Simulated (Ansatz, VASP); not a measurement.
# Na8Ca4Si22B10O67: VASP beside Ansatz

Wanted: the spread between two codes on one cell, functional and k mesh. The structure shown is frame 71 of Ansatz's trajectory.

Calculated with Ansatz 0.2.0; plane waves, with VASP 6.6.1 beside it; single point at LDA.

## Step 1: The starting structure

The cell holds 111 atoms: 22 Si, 10 B, 8 Na, 4 Ca and 67 O. Cell: a = 11.089 Å, b = 11.089 Å, c = 11.089 Å, α = 90.0°, β = 90.0°, γ = 90.0°. As first built, before any earlier steps moved the atoms (in the runner's words): 111 atoms (22 Si, 10 B, 8 Na, 4 Ca, 67 O) placed at random at 2.33 g/cm^3, melted at 3000 K for 20 ps at fixed volume with the Buckingham and Coulomb pair potential of Guillot and Sator (Geochim. Cosmochim. Acta 71, 1249 (2007)) with the boron terms of Wang et al. (J. Non-Cryst. Solids 498, 294 (2018)). Quenched from 3000 K to 300 K at 100 K/ps and fixed volume, held 10 ps at zero pressure.

## Step 2: Ansatz: dynamics, LDA

Ansatz runs on its default PAW (the set named soft_2) files.

One frame of this run of dynamics is then solved in both programs, so the motion causes no difference.

input.yaml reads:

```yaml
crystal:
  lattice:
    - [11.08914, 0.0, 0.0]
    - [0.0, 11.08914, 0.0]
    - [0.0, 0.0, 11.08914]
  atoms:
    - { symbol: Si, position: [0.23045, 0.48971, 0.83232] }
    - { symbol: Si, position: [0.7712, 0.15119, 0.6825] }
    - { symbol: Si, position: [0.32912, 0.96176, 0.31818] }
    - { symbol: Si, position: [0.18069, 0.7897, 0.65443] }
    - { symbol: Si, position: [0.42371, 0.89542, 0.96798] }
    - { symbol: Si, position: [0.94708, 0.13932, 0.45219] }
    - { symbol: Si, position: [0.61814, 0.89996, 0.55858] }
    - { symbol: Si, position: [0.71416, 0.04533, 0.34819] }
    - { symbol: Si, position: [0.38029, 0.29643, 0.39021] }
    - { symbol: Si, position: [0.24626, 0.69378, 0.25435] }
    - { symbol: Si, position: [0.47142, 0.53524, 0.72049] }
    - { symbol: Si, position: [0.02523, 0.02036, 0.15139] }
    - { symbol: Si, position: [0.07639, 0.35477, 0.63819] }
    - { symbol: Si, position: [0.10685, 0.26991, 0.30245] }
    - { symbol: Si, position: [0.80837, 0.56802, 0.81659] }
    - { symbol: Si, position: [0.05363, 0.70118, 0.89301] }
    - { symbol: Si, position: [0.84626, 0.29445, 0.91336] }
    - { symbol: Si, position: [0.34104, 0.30714, 0.03674] }
    - { symbol: Si, position: [0.60863, 0.3337, 0.05083] }
    - { symbol: Si, position: [0.49623, 0.25338, 0.65208] }
    - { symbol: Si, position: [0.10072, 0.57197, 0.47458] }
    - { symbol: Si, position: [0.67692, 0.64996, 0.57952] }
    - { symbol: B, position: [0.59504, 0.59237, 0.9509] }
    - { symbol: B, position: [0.24792, 0.06327, 0.06729] }
    - { symbol: B, position: [0.01905, 0.75586, 0.14807] }
    - { symbol: B, position: [0.37494, 0.48602, 0.23751] }
    - { symbol: B, position: [0.9162, 0.56672, 0.28792] }
    - { symbol: B, position: [0.16885, 0.00901, 0.51043] }
    - { symbol: B, position: [0.41366, 0.8451, 0.70997] }
    - { symbol: B, position: [0.47102, 0.72751, 0.12793] }
[... 75 atom lines left out ...]
    - { symbol: O, position: [0.70003, 0.79088, 0.60783] }
    - { symbol: O, position: [0.6673, 0.14297, 0.24414] }
    - { symbol: O, position: [0.27077, 0.02024, 0.43617] }
    - { symbol: O, position: [0.72588, 0.01465, 0.73438] }
    - { symbol: O, position: [0.33184, 0.0109, 0.98542] }
    - { symbol: O, position: [0.54629, 0.65991, 0.05207] }
kpoints:
  mp_grid: { grid: [1, 1, 1] }
hamiltonian:
  xc: lda
scf:
  occupations: { method: gaussian, width: 0.025 }
output:
  forces: true
md:
  timestep: 1.0
  n_steps: 214
  ensemble: nvt_nose_hoover
  temperature: 600
  initial_velocities: maxwell_boltzmann
  seed: 99
```

The run is started by

```
ansatz run input.yaml --threads 4 --pin off --max-ram 8192MiB --backend cpu --events-out ev --progress --plain --runs-dir out
```

Numbers of over 12 decimals in the logs are rounded to 6 here.

Log:

```text
Warning: md: disabling space-group detection — thermal motion breaks the input geometry's symmetry, so no spatial operation reduces the k-mesh or symmetrises the density; time reversal is kept, so that k and −k are solved as one point where they differ and the mesh holds both, and exact exchange and, on two spinor components, a DFT+U term hold to it where the run has them: on two components no moment then forms, and  [...]
Engine: ansatz 0.2.0, aarch64-unknown-linux-gnu
Pseudopotentials: kind: paw
Pseudopotential: Si, paw, valence charge 4, recommended cutoff 420 eV (normal), Si.paw.azcp
Pseudopotential: B, paw, valence charge 3, recommended cutoff 420 eV (normal), B.paw.azcp
Pseudopotential: Na, paw, valence charge 9, recommended cutoff 420 eV (normal), Na.paw.azcp
Pseudopotential: Ca, paw, valence charge 10, recommended cutoff 420 eV (normal), Ca.paw.azcp
Pseudopotential: O, paw, valence charge 6, recommended cutoff 420 eV (normal), O.paw.azcp
Functional definition: SPW92
  exchange = slater_x
  correlation = pw_c
Crystal: 111 atoms, lattice volume = 1363.621 Å³
Basis set: ecut = 420 eV, 26745 PW (Γ)
Bands: 427, of which v1, the nominal top of the filled ones, is band 316 counted from 1 (315 counted from 0)
Symmetry: 1 space group operations
k-points: 1
Non-local potential: Si, projectors of the file, l = 0: 2, l = 1: 2, l = 2: 2
Non-local potential: B, projectors of the file, l = 0: 2, l = 1: 2, l = 2: 1
Non-local potential: Na, projectors of the file, l = 0: 3, l = 1: 2, l = 2: 1
Non-local potential: Ca, projectors of the file, l = 0: 3, l = 1: 2, l = 2: 2
Non-local potential: O, projectors of the file, l = 0: 2, l = 1: 2, l = 2: 1
PAW form: soft (Blöchl's): semilocal exchange-correlation on the pseudo side does not see the compensation charge
PAW frozen core: Si, regenerated for the run's functional, and the local potential with it (the file was generated under x = pbe(κ = 0.804, μ = 0.219515), c = pbe(β = 0.066725))
PAW frozen core: B, regenerated for the run's functional, and the local potential with it (the file was generated under x = pbe(κ = 0.804, μ = 0.219515), c = pbe(β = 0.066725))
PAW frozen core: Na, regenerated for the run's functional, and the local potential with it (the file was generated under x = pbe(κ = 0.804, μ = 0.219515), c = pbe(β = 0.066725))
PAW frozen core: Ca, regenerated for the run's functional, and the local potential with it (the file was generated under x = pbe(κ = 0.804, μ = 0.219515), c = pbe(β = 0.066725))
PAW frozen core: O, regenerated for the run's functional, and the local potential with it (the file was generated under x = pbe(κ = 0.804, μ = 0.219515), c = pbe(β = 0.066725))
PAW one-centre angular grid: Si, 110 points (default); XC on 64 Gauss nodes
PAW one-centre angular grid: B, 110 points (default); XC on 64 Gauss nodes
PAW one-centre angular grid: Na, 110 points (default); XC on 64 Gauss nodes
PAW one-centre angular grid: Ca, 110 points (default); XC on 64 Gauss nodes
PAW one-centre angular grid: O, 110 points (default); XC on 64 Gauss nodes
Initial density: superposition of atomic densities (neutral atoms: chi_scale 0, normalization atom), corrected by the library's trained network
Initial wavefunctions: pseudopotential atomic-orbital guess
Functional: x = slater, c = lda
SCF iter   1: F=—  HF=-71027.333825 eV  |F-HF|=—  |Δ(HF+E_count)|=         —  Δρ=1.35e-2  dr2=2.32e0  ethr=1.77e-3  ⟨swp⟩=7.0  Hψ=2065  notcnv=0  defer=83
preconditioner: auto → Resta (q_TF=auto, 2.400 Å⁻¹)  ε∞=3.2  [insulator: Δε(μ)=2.330 eV  Ē_g=16.710 eV  σ=0.025 eV  W_gap=1.00  n_scr=304 (ndim 8)  ℏωp=24.8 eV  f_vac=0.128  D(μ)=0.00/eV (n_scr^D=0)  ε∞_Penn≈3.2]
SCF iter   2: F=—  HF=-71026.650125 eV  |F-HF|=—  |Δ(HF+E_count)|=   6.84e-1  Δρ=3.84e-3  dr2=1.19e-1  ethr=3.68e-4  ⟨swp⟩=2.0  Hψ=697  notcnv=0  defer=106
SCF iter   3: F=—  HF=-71026.618796 eV  |F-HF|=—  |Δ(HF+E_count)|=   3.13e-2  Δρ=1.77e-3  dr2=4.02e-2  ethr=1.88e-5  ⟨swp⟩=2.0  Hψ=535  notcnv=0  defer=106
SCF iter   4: F=—  HF=-71026.607930 eV  |F-HF|=—  |Δ(HF+E_count)|=   1.09e-2  Δρ=8.97e-4  dr2=1.03e-2  ethr=6.36e-6  ⟨swp⟩=2.0  Hψ=535  notcnv=0  defer=106
SCF iter   5: F=—  HF=-71026.605618 eV  |F-HF|=—  |Δ(HF+E_count)|=   2.31e-3  Δρ=2.17e-4  dr2=7.56e-4  ethr=1.63e-6  ⟨swp⟩=2.0  Hψ=537  notcnv=0  defer=106
SCF iter   6: F=—  HF=-71026.605561 eV  |F-HF|=—  |Δ(HF+E_count)|=   5.76e-5  Δρ=1.02e-4  dr2=1.43e-4  ethr=1.20e-7  ⟨swp⟩=2.0  Hψ=530  notcnv=0  defer=106
[...]
md step   213: t =   213.00 fs  T =   671.0 K  F+E_penalty+E_count = -71030.09894079 eV  E_kin = 9.541043 eV  conserved = -71018.07684590 eV  (4 SCF iters)
iter 1 solved again at ethr=8.80e-6 eV; its pass at ethr=3.10e-3 eV (dr2=5.56e-2 eV) is discarded
SCF iter   1: F=—  HF=-71030.188996 eV  |F-HF|=—  |Δ(HF+E_count)|=         —  Δρ=2.30e-3  dr2=5.78e-2  ethr=8.80e-6  ⟨swp⟩=10.0  Hψ=2247  notcnv=0
preconditioner: auto → Resta (q_TF=auto, 2.400 Å⁻¹)  ε∞=3.1  [insulator: Δε(μ)=3.154 eV  Ē_g=17.078 eV  σ=0.025 eV  W_gap=1.00  n_scr=304 (ndim 8)  ℏωp=24.8 eV  f_vac=0.146  D(μ)=0.00/eV (n_scr^D=0)  ε∞_Penn≈3.1]
SCF iter   2: F=—  HF=-71030.170739 eV  |F-HF|=—  |Δ(HF+E_count)|=   1.83e-2  Δρ=1.03e-3  dr2=1.16e-2  ethr=8.80e-6  ⟨swp⟩=5.0  Hψ=741  notcnv=0  defer=1
SCF iter   3: F=—  HF=-71030.166877 eV  |F-HF|=—  |Δ(HF+E_count)|=   3.86e-3  Δρ=4.61e-4  dr2=2.13e-3  ethr=1.84e-6  ⟨swp⟩=2.0  Hψ=696  notcnv=0  defer=1
SCF iter   4: F=—  HF=-71030.166327 eV  |F-HF|=—  |Δ(HF+E_count)|=   5.50e-4  Δρ=9.98e-5  dr2=1.55e-4  ethr=3.37e-7  ⟨swp⟩=2.0  Hψ=551  notcnv=0  defer=1
SCF iter   5: F=—  HF=-71030.166301 eV  |F-HF|=—  |Δ(HF+E_count)|=   2.56e-5  Δρ=5.68e-5  dr2=3.85e-5  ethr=2.45e-8  ⟨swp⟩=2.0  Hψ=629  notcnv=0  defer=1
SCF iter   6: F=—  HF=-71030.163790 eV  |F-HF|=—  |Δ(HF+E_count)|=   2.51e-3  Δρ=1.56e-5  dr2=3.45e-6  ethr=6.08e-9  ⟨swp⟩=2.0  Hψ=551  notcnv=0  defer=1
SCF iter   7: F=—  HF=-71030.163790 eV  |F-HF|=—  |Δ(HF+E_count)|=   3.71e-7  Δρ=5.59e-6  dr2=4.04e-7  ethr=5.45e-10  ⟨swp⟩=2.0  Hψ=535  notcnv=0  defer=1
SCF iter   8: F=-71030.163790 eV  HF=-71030.163790 eV  |F-HF|=2.59e-8  |Δ(HF+E_count)|=   5.42e-8  Δρ=2.57e-6  dr2=8.13e-8  ethr=1.58e-11  ⟨swp⟩=4.0  Hψ=1264  notcnv=0
SCF 215 converged in 8 iterations: F = -71030.163790 eV  dr2 = 8.13e-8
md step   214: t =   214.00 fs  T =   675.2 K  F+E_penalty+E_count = -71030.16379035 eV  E_kin = 9.599953 eV  conserved = -71018.07717804 eV  (8 SCF iters)
SCF converged after 8 iterations
Free energy (F): -71030.163790 eV
Harris-Foulkes:  -71030.163790 eV  (|F-HF|=2.59e-8)
Internal energy: -71030.163790 eV  (E = F + TS)
E sigma→0 (E₀):  -71030.163790 eV
Fermi energy:    5.925832 eV
--- Per-component energies (eV) ---
  E_band       = -4284.660157
  E_kinetic    = 15440.999309
  E_local      = -48776.903373  (includes V_loc(G=0)·N_el)
  E_nonlocal   = 5235.933373
  E_hartree    = 17914.303986
  E_xc         = -7264.526607
  E_vxc        = -8790.155721  (∫ρ·V_xc dr)
  E_paw        = -26568.385357  (= ΣΔE_a)
  E_vpaw       = -3223.306606  (= ΣTr[D̂ρ^β])
  E_aug_tail   = 0.173942  (compensation charges beyond the density's cutoff)
  E_ewald      = -27022.826205
  E_core_change = 11.067142  (= ΣΔE_core)
  E_smearing   = -0.000000  (= −TS)
  E_closure    = 0.000000  (closes the sum)
  Σ components = -71030.163790   (vs F -71030.163790, Δ=0.00e0)
--- Forces (eV/Å), atoms counted from 1 ---
  atom   1  Si    -1.73816145    -0.64688968    -0.78438384
  atom   2  Si     0.03084987     0.27477390    -1.58045240
  atom   3  Si    -0.42114418     3.48008089    -0.06696615
  atom   4  Si     0.51898441     0.98962893    -1.05390678
  atom   5  Si    -1.99332919    -1.06316912     0.71402057
  atom   6  Si     0.60713860     1.28808238    -0.04431980
  atom   7  Si    -1.64180623    -1.21606293    -1.18450838
  atom   8  Si    -1.64211836     0.82224003     0.90937686
  atom   9  Si    -0.82205285    -0.73715514     1.39852777
  atom  10  Si    -2.95770774     1.52533880     1.93366478
  atom  11  Si     1.05884345     1.56224460    -0.06470292
  atom  12  Si    -1.40366392     1.50376634     1.94742076
  atom  13  Si    -1.64845668    -0.05134233    -0.05315604
  atom  14  Si     0.46514759    -2.03375854     2.50810883
  atom  15  Si    -0.11770797     1.41658368     0.67108203
  atom  16  Si     0.04695114     0.52836512    -0.66274343
  atom  17  Si     0.06411591    -0.91527190     1.03800325
  atom  18  Si    -0.53624780     0.10289048     1.94277316
  atom  19  Si     1.21968801    -2.82490013     0.11704640
  atom  20  Si    -1.34213181    -0.40149503    -0.16047056
  atom  21  Si     0.87689174     0.11764678    -0.43228379
  atom  22  Si    -0.63089706     1.60838933    -0.62140488
  atom  23  B     -1.25501055     1.60561064    -1.00983289
  atom  24  B     -1.02244589    -0.30212696     0.69014069
[...]
atom 104  O     -1.00446727    -2.29383192    -1.75956072
  atom 105  O      1.55827766    -1.36703808     0.15034228
  atom 106  O      0.33703772     0.23486105     0.82684520
  atom 107  O      0.52233482    -1.43563684    -0.17668603
  atom 108  O      3.36636624    -0.56587054    -2.77923131
  atom 109  O     -0.65620017    -0.11895620    -0.99226784
  atom 110  O      0.62353667     0.15961411     0.20902594
  atom 111  O      0.34760089     0.87051746    -0.25956816
  max |Σ_I F_I| component: 5.79e-4 eV/Å
--- MD trajectory: 214 steps, t = 0.0 → 214.0 fs ---
  final state: T = 675.2 K   F+E_penalty+E_count = -71030.16379035 eV   E_kin = 9.599953 eV
  conserved energy: peak-to-peak 1.123e-2 eV (1.012e-4 eV/atom) over 214.0 fs
```

The column dr2 measures how far the density is from self-consistency, as an energy; F and HF (Harris–Foulkes) agree once it is small.

## Step 3: VASP: single point, LDA

The same cell, functional (in two slightly different forms), mesh and smearing now go to VASP, with its own data sets.

Lines of VASP's logs that name or quote its potential files are left out, and so is its time.

INCAR reads:

```
SYSTEM = Na8Ca4Si22B10O67
PREC = Accurate
ENCUT = 520
EDIFF = 1E-06
NELM = 120
ISMEAR = 0
SIGMA = 0.025
LREAL = Auto
ALGO = Normal
GGA = CA
NBANDS = 400
LORBIT = 11
LWAVE = .FALSE.
LCHARG = .FALSE.
ISIF = 2
LASPH = .TRUE.
GGA_COMPAT = .FALSE.
EFERMI = MIDGAP
NCORE = 4
```

POSCAR reads:

```
Na8Ca4Si22B10O67
1.0
   11.0891400000      0.0000000000      0.0000000000
    0.0000000000     11.0891400000      0.0000000000
    0.0000000000      0.0000000000     11.0891400000
Si B Na Ca O
22 10 8 4 67
Direct
    0.2372050493      0.4724081399      0.8202349326
    0.7670297246      0.1498583299      0.6890886038
    0.3192492835      0.9470436842      0.3094649360
    0.1847843927      0.7799162063      0.6542076302
    0.4329370898      0.9086637918      0.9788766306
    0.9636004235      0.1352584601      0.4939427223
    0.5923994106      0.8875350117      0.5423774973
    0.7241048449      0.0464147806      0.3783521535
    0.3732751142      0.2914202544      0.3906614940
    0.2573057965      0.6785377405      0.2662695214
    0.4745814373      0.5240893342      0.7510591444
    0.0221838664      0.0277208151      0.1267456268
    0.0595267081      0.3433178768      0.6278845790
    0.1034976563      0.2431207470      0.2995723744
    0.8214072507      0.5746432997      0.8028665884
    0.0584986753      0.6819374631      0.8798067298
    0.8199102906      0.3127564446      0.9115134266
    0.3358781655      0.3204396373      0.0377576620
    0.6001006390      0.3531022243      0.0413467591
    0.5009044885      0.2568368692      0.6513760310
    0.0972212453      0.5714058980      0.4781975879
    0.6679417881      0.6364605371      0.5752655301
    0.6319967103      0.6123378368      0.9459615444
    0.2500825132      0.0732067590      0.0808809340
    0.0431142541      0.7575159120      0.1298116896
    0.3698573559      0.4866292607      0.2464393091
    0.9420748588      0.5819387256      0.2892199034
    0.1632407923      0.9681490179      0.5020407354
    0.4091660850      0.8544576045      0.7184326287
    0.5381210806      0.7569568064      0.1096748711
[... 75 atom lines left out ...]
    0.6931466281      0.7826576272      0.5832012221
    0.6828212107      0.1494976166      0.2821138519
    0.2685059437      0.9778882763      0.4418647433
    0.7159707606      0.0259623379      0.7439350572
    0.3402878853      0.0116510388      0.0129550173
    0.6148808654      0.6883311059      0.0475149561
```

KPOINTS reads:

```
Automatic mesh
0
Gamma
1 1 1
0 0 0
```

The projector-augmented-wave data sets are Si, B, Na_pv, Ca_sv and O (LDA family, release 64).

The run is started by

```
mpirun -np 16 vasp_gam
```

Log:

```text
[banner, memory and clock lines left out]
running   16 mpi-ranks, on    1 nodes
[...]
LDA part: xc-table for (Slater(with rela. corr.)+CA(PZ))
 , standard interpolation
 POSCAR, INCAR and KPOINTS ok, starting setup
[...]
entering main loop
       N       E                     dE             d eps       ncg     rms          rms(c)
DAV:   1     0.747346746331E+04    0.74735E+04   -0.34866E+05   800   0.165E+03
DAV:   2    -0.104926473777E+02   -0.74840E+04   -0.70085E+04   928   0.451E+02
DAV:   3    -0.953517979450E+03   -0.94303E+03   -0.92397E+03   880   0.179E+02
DAV:   4    -0.100281569387E+04   -0.49298E+02   -0.48793E+02  1032   0.434E+01
[...]
DAV:  18    -0.892087376622E+03    0.28554E-05   -0.16202E-05   952   0.827E-03    0.160E-02
DAV:  19    -0.892087374171E+03    0.24508E-05   -0.80771E-06   872   0.767E-03    0.652E-03
DAV:  20    -0.892087373948E+03    0.22336E-06   -0.44311E-06   912   0.574E-03
   1 F= -.89208737E+03 E0= -.89208737E+03  d E =0.000000E+00
```

Parts of OUTCAR (step 3):

```text
  FREE ENERGIE OF THE ION-ELECTRON SYSTEM (eV)
  ---------------------------------------------------
  free  energy   TOTEN  =      -892.0873739481 eV

  energy  without entropy=     -892.0873739481  energy(sigma->0) =     -892.08737395

[... 2 further parts left out ...]
[key lines of the parts left out:]
E-fermi :   3.7815
```

The run ends at a pressure of 0.01 GPa, with forces up to 4.9 eV/Å.

## Step 4: Comparison

Known differences besides the potentials themselves: the two LDA forms differ slightly; the data sets hold 632 valence electrons in Ansatz (on its default PAW (the set named soft_2) files) and 616 in VASP; the cutoff is 420 eV in Ansatz and 520 eV in VASP (PREC = Accurate, projectors in real space); VASP's log shows a relativistic correction to its local exchange, Ansatz's none. Total energies have different zeros and are not compared.

Forces on 10 of the 111 atoms, those with the largest forces and the largest differences (eV/Å; atoms numbered as in POSCAR):

| atom | Ansatz x, y, z | VASP x, y, z |
| --- | --- | --- |
| Si6 | 3.593, -0.267, -3.228 | 3.586, -0.292, -3.257 |
| Si10 | -3.702, 2.724, 0.188 | -3.700, 2.723, 0.213 |
| Si11 | 3.314, 2.007, -1.532 | 3.335, 2.039, -1.558 |
| Si19 | 3.603, 0.759, 1.743 | 3.632, 0.766, 1.737 |
| O52 | -1.602, -1.552, 1.774 | -1.697, -1.668, 1.807 |
| O59 | -2.711, 0.463, 2.259 | -2.728, 0.469, 2.261 |
| O66 | -0.502, -0.817, -0.916 | -0.499, -0.820, -1.081 |
| O71 | -0.047, -3.373, 0.173 | -0.051, -3.390, 0.185 |
| O82 | 3.113, 2.119, 0.760 | 3.037, 2.034, 0.737 |
| O109 | 0.304, -0.461, 0.144 | 0.290, -0.608, 0.169 |

The forces differ by 38 meV/Å r.m.s., which is 3.1 % of the r.m.s. force of 1.221 eV/Å (both taken over all components).

## Step 5: What came out

```
r.m.s. force difference (single point, LDA) : 3.1 % of the r.m.s. force
```

In words: The r.m.s. force difference is 3.1 % of the r.m.s. force (single point, LDA), at about the 3 % picked in this series as the mark of a large difference. The data sets hold unlike numbers of valence electrons (632 in Ansatz and 616 in VASP), so part of the differences comes from the potentials. What causes the difference of the single point, LDA pair stays open here. 2 further runs of this series are not shown here. Such differences can come from data sets, numerical settings and the points named under the comparisons, not from the functional's error against experiment.

[Lines on the potential files, build, host, timing and source positions are cut from VASP's logs without a mark.]

[Logs are printed without paths, hosts, clocks, repeated set-up lines and the standing remarks that a program may print on its own settings, such as how far it seeks lower states.]

[Hosts, paths, dates, database ids (printed as entryN), source tags and the programs' standing remarks are cut or masked in the printed files.]
